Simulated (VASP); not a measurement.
Data:

```xyz
2
Lattice="0.0000 3.3300 3.3300 3.3300 0.0000 3.3300 3.3300 3.3300 0.0000" Properties=species:S:1:pos:R:3 pbc="T T T"
Sr     0.0000     0.0000     0.0000
Te     3.3300     3.3300     3.3300
```

Computed with RPBE GGA, VASP's PBE PAW potentials (set 64) (plane waves; VASP). Settings: 520 eV cut-off, 6×6×6 Γ-centred mesh, Gaussian smearing of 0.050 eV, potentials Sr_sv Te.

Energy and stress use the plane-wave basis of the starting cell.

The ions, cell shape and volume are relaxed. Which structure does the run end with?

```xyz
2
Lattice="0.0000 3.4106 3.4106 3.4106 0.0000 3.4106 3.4106 3.4106 0.0000" Properties=species:S:1:pos:R:3 pbc="T T T"
Sr     0.0000     0.0000     0.0000
Te     3.4106     3.4106     3.4106
```
Space group Fm-3m (225), at a tolerance of 0.03 Å.

How do energy and volume change from the first to the last step?

The energy (σ→0) changes by -19.6 meV/atom and the volume by +7.4 %, in 3 ionic steps.

The compound is SrTe in the rock salt structure. This run relaxes it. Symmetry was kept, so distortions that lower it aren't found.
